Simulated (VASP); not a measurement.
Write the native input for VASP 6.6.1 that does the following.

```
Task                   : atomic charges
Functional             : PBE
Dispersion             : TS
Potentials or basis    : VASP PAW PBE potentials, release 64 (O, Si, F, H)
Cutoff                 : 520 eV
k mesh                 : 1 × 1 × 1
Occupations            : gaussian, width 0.01 eV
Spin                   : no spin polarisation
Further INCAR settings : ALGO = Normal; EDIFF = 1e-06
```

The structure of OSiF3H lies in POSCAR:

```
SiHOF3
1.0
   12.0000000000      0.0000000000      0.0000000000
    0.0000000000     12.0000000000      0.0000000000
    0.0000000000      0.0000000000     12.0000000000
O Si F H
1 1 3 1
Direct
    0.4574541700      0.5930166700      0.5976958300
    0.4939291700      0.5409250000      0.4801041700
    0.4225125000      0.5874000000      0.3805875000
    0.4820708300      0.4104833300      0.4774375000
    0.6189791700      0.5721333300      0.4602125000
    0.3831875000      0.5829500000      0.6250791700
```

These files were run (other wordings do the same):

INCAR

```
PREC = Accurate
ENCUT = 520
EDIFF = 1E-6
ISMEAR = 0
SIGMA = 0.01
LREAL = False
LASPH = True
NELM = 60
ALGO = Normal
ISIF = 2
LWAVE = False
LCHARG = False
GGA = PE
IVDW = 2
LORBIT = 11
```

KPOINTS

```
regular mesh
0
Gamma
  1 1 1
```

Potentials or basis: VASP PAW PBE potentials, release 64 (O, Si, F, H).

Run with:

```bash
$ cat potpaw_PBE.64/O/POTCAR potpaw_PBE.64/Si/POTCAR potpaw_PBE.64/F/POTCAR potpaw_PBE.64/H/POTCAR > POTCAR
$ mpirun -np 1 vasp_gam > vasp.out
```

It gave:

```yaml
Largest_force: 0.854 eV/Å
Gap_between_the_frontier_levels: 7.49 eV
Valence_electrons_inside_the_program's_atomic_spheres: O 5.22; Si 1.67; F 6.16; H 0.76
Hirshfeld_charges: O -0.27; Si +0.59; F -0.17, -0.16; H +0.19 e
Dispersion_energy_per_atom: -0.003 eV
```

Wall time 97 s on 1 thread of Intel(R) Xeon(R) 6975P-C (Granite Rapids), with other jobs on the host, peak memory 1.3 GiB.
